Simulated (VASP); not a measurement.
Method: PBEsol GGA, VASP's PBE PAW potentials (set 64) (plane waves; VASP 6.6.1).

The input files of a VASP run:

### INCAR
```
# general
SYSTEM   =  AlIn3As4
PREC     =  Accurate
ENCUT    =  400
LREAL    =  .FALSE.
LASPH    =  .TRUE.

# electronic loop
EDIFF    =  1E-7   # SCF stop (eV)
NELM     =  100   # most electronic steps
ALGO     =  Normal   # blocked Davidson
LMAXMIX  =  4   # l cut-off of mixed one-centre charges

# smearing
ISMEAR   =  -5   # tetrahedra, Bloechl

# functional
GGA      =  PS   # PBEsol

# ions
ISIF     =  2   # forces and stress, cell fixed

# output
LWAVE    =  .FALSE.
LCHARG   =  .TRUE.
LORBIT   =  11   # lm-projected
NEDOS    =  601   # DOS grid
```

**KPOINTS**
```
Automatic mesh
0
Gamma
4 4 7
0 0 0
```

**POSCAR**
```
AlIn3As4
1
   -0.0000967575     5.9844888938     5.9833503343
    5.9844888938    -0.0000967575     5.9833503343
    2.9921960681     2.9921960681     0.0000000000
In As Al
3 4 1
Direct
  0.9990583833   0.9990583833   0.0018832334
  0.9986721051   0.5015361141   0.9997917808
  0.5015361141   0.9986721051   0.9997917808
  0.1250122673   0.1250122673   0.2499754654
  0.1406607530   0.6197965040   0.2395427430
  0.6197965040   0.1406607530   0.2395427430
  0.6149321701   0.6149321701   0.2701356599
  0.5003317032   0.5003317032   0.9993365936
```

POTCAR, in this order: In_d As Al (PBE.64 set). Program: vasp_std.

What VASP printed:

### OUTCAR
```
 ion  position               nearest neighbor table
   1  0.999  0.999  0.002-   4 2.60   4 2.60   6 2.62   5 2.62
   2  0.999  0.502  1.000-   4 2.60   5 2.63   5 2.63   7 2.65
   3  0.502  0.999  1.000-   4 2.60   6 2.63   6 2.63   7 2.65
   4  0.125  0.125  0.250-   1 2.60   1 2.60   2 2.60   3 2.60
   5  0.141  0.620  0.240-   8 2.49   1 2.62   2 2.63   2 2.63
   6  0.620  0.141  0.240-   8 2.49   1 2.62   3 2.63   3 2.63
   7  0.615  0.615  0.270-   8 2.52   8 2.52   3 2.65   2 2.65
   8  0.500  0.500  0.999-   5 2.49   6 2.49   7 2.52   7 2.52
  LATTYP: Found a base centered orthorhombic cell.
 ALAT       =     8.4634821933
 B/A-ratio  =     1.4139216454
 C/A-ratio  =     0.4999838322
 Subroutine PRICEL returns:
 Original cell was already a primitive cell.
 Subroutine GETGRP returns: Found  4 space group operations
The static configuration has the point symmetry C_2v.
The dynamic configuration has the point symmetry C_2v.
 Subroutine INISYM returns: Found  4 space group operations
 Subroutine IBZKPT returns following result:
 Found     37 irreducible k-points:

 Following reciprocal coordinates:
            Coordinates               Weight
  0.000000  0.000000  0.000000      1.000000
...
```

### OSZICAR
```
       N       E                     dE             d eps       ncg     rms          rms(c)
DAV:   1     0.496889966530E+03    0.49689E+03   -0.23191E+04  2738   0.145E+03
DAV:   2     0.273311784214E+02   -0.46956E+03   -0.45730E+03  2792   0.385E+02
DAV:   3    -0.335626352705E+02   -0.60894E+02   -0.59472E+02  3425   0.160E+02
DAV:   4    -0.364481483164E+02   -0.28855E+01   -0.28702E+01  3253   0.355E+01
DAV:   5    -0.365849103307E+02   -0.13676E+00   -0.13671E+00  4279   0.718E+00    0.850E+00
DAV:   6    -0.355359633873E+02    0.10489E+01   -0.21537E+00  3696   0.172E+01    0.464E+00
DAV:   7    -0.354188659856E+02    0.11710E+00   -0.10262E+00  4210   0.549E+00    0.130E+00
DAV:   8    -0.354079606417E+02    0.10905E-01   -0.10848E-01  4161   0.327E+00    0.743E-01
DAV:   9    -0.354079544706E+02    0.61711E-05   -0.96664E-03  4270   0.115E+00    0.243E-01
DAV:  10    -0.354081880013E+02   -0.23353E-03   -0.10588E-03  3822   0.326E-01    0.115E-01
DAV:  11    -0.354083191507E+02   -0.13115E-03   -0.37346E-04  4036   0.130E-01    0.635E-02
DAV:  12    -0.354083133972E+02    0.57535E-05   -0.55774E-05  4181   0.573E-02    0.175E-02
DAV:  13    -0.354083156068E+02   -0.22095E-05   -0.61216E-06  3392   0.149E-02    0.489E-03
DAV:  14    -0.354083150239E+02    0.58283E-06   -0.23127E-06  3106   0.744E-03    0.284E-03
DAV:  15    -0.354083150021E+02    0.21823E-07   -0.28422E-07  2829   0.416E-03
   1 F= -.35408315E+02 E0= -.35408315E+02  d E =0.000000E+00
```

OUTCAR:
```
------------------------ aborting loop because EDIFF is reached ----------------------------------------
  FORCE on cell =-STRESS in cart. coord.  units (eV):
  Direction    XX          YY          ZZ          XY          YZ          ZX
  --------------------------------------------------------------------------------------
  Total       -0.0323983     -0.0323983     -0.0539732     -0.0032674     -0.0000000     -0.0000000
  in kB       -0.2422334     -0.2422334     -0.4035435     -0.0244299     -0.0000000     -0.0000000
  external PRESSURE =      -0.2960035 kB  Pullay stress =       0.0000000 kB
  volume of cell :      214.29
      direct lattice vectors                 reciprocal lattice vectors
    -0.000096758  5.984488894  5.983350334    -0.083547973  0.083547973  0.083565222
     5.984488894 -0.000096758  5.983350334     0.083547973 -0.083547973  0.083565222
     2.992196068  2.992196068  0.000000000     0.167101349  0.167101349 -0.167130444
 POSITION                                       TOTAL-FORCE (eV/Angst)
 -----------------------------------------------------------------------------------
      5.98439      5.98439     11.95543         0.000000      0.000000      0.012808
      5.99291      8.96807      8.97627        -0.006256      0.006256      0.001582
      8.96807      5.99291      8.97627         0.006256     -0.006256      0.001582
      1.49610      1.49610      1.49598        -0.000000     -0.000000     -0.000016
      4.42591      1.55848      4.55008        -0.000045      0.000045     -0.010147
      1.55848      4.42591      4.55008         0.000045     -0.000045     -0.010147
      4.48829      4.48829      7.35871         0.000000      0.000000      0.005086
      5.98439      5.98439      5.98732        -0.000000     -0.000000     -0.000747
 -----------------------------------------------------------------------------------
    total drift:                                0.000001      0.000001      0.000272
  FREE ENERGIE OF THE ION-ELECTRON SYSTEM (eV)
  ---------------------------------------------------
  free  energy   TOTEN  =       -35.4083150021 eV

  energy  without entropy=      -35.4083150021  energy(sigma->0) =      -35.40831500

 total charge

# of ion       s       p       d       tot
------------------------------------------
    1        0.847   0.750   9.891  11.488
    2        0.846   0.731   9.887  11.464
    3        0.846   0.731   9.887  11.464
    4        1.220   1.581   0.024   2.825
    5        1.216   1.579   0.022   2.818
    6        1.216   1.579   0.022   2.818
    7        1.213   1.574   0.020   2.808
    8        0.404   0.339   0.000   0.743
--------------------------------------------------
tot          7.808   8.866  29.754  46.428
```
(Selected blocks of OUTCAR.)

OUTCAR:
```
 val. band max:        4.1784382860   @ k =   0.0000   0.0000   0.0000

 cond. band min:       4.2357975319   @ k =   0.0000   0.0000   0.0000


 Fermi energy:         4.1956488177

 k-point     1 :       0.0000    0.0000    0.0000
  band No.  band energies     occupation
      1     -10.2680      2.00000
      2     -10.1707      2.00000
      3     -10.1573      2.00000
      4     -10.0845      2.00000
      5     -10.0820      2.00000
      6     -10.0660      2.00000
      7     -10.0641      2.00000
      8     -10.0255      2.00000
      9     -10.0252      2.00000
     10     -10.0020      2.00000
     11      -9.9752      2.00000
     12      -9.9742      2.00000
     13      -9.9657      2.00000
     14      -9.9468      2.00000
     15      -9.9189      2.00000
     16      -7.6818      2.00000
     17      -6.2872      2.00000
     18      -6.2336      2.00000
     19      -5.6979      2.00000
     20      -1.6367      2.00000
     21      -1.6218      2.00000
     22      -1.5019      2.00000
     23       1.7881      2.00000
     24       1.8228      2.00000
     25       2.9837      2.00000
     26       3.0658      2.00000
     27       3.1832      2.00000
     28       3.3433      2.00000
     29       4.0745      2.00000
     30       4.0942      2.00000
     31       4.1784      2.00000
     32       4.2358      0.00000
     33       5.1626      0.00000
     34       5.2866      0.00000
     35       5.6394      0.00000
     36       6.1159      0.00000
     37       8.0071      0.00000

 k-point     2 :       0.2500   -0.0000    0.0000
  band No.  band energies     occupation
      1     -10.2575      2.00000
      2     -10.1731      2.00000
      3     -10.1515      2.00000
      4     -10.0939      2.00000
      5     -10.0781      2.00000
      6     -10.0666      2.00000
      7     -10.0632      2.00000
      8     -10.0292      2.00000
      9     -10.0257      2.00000
     10      -9.9979      2.00000
     11      -9.9784      2.00000
...
```

Unless said otherwise, spin-orbit coupling is left out, though it shifts the bands of the heavy elements here.

The structure was generated: AlIn3As4 was put into an ordered model structure (Amm2), which need not be its known phase. It was relaxed first.
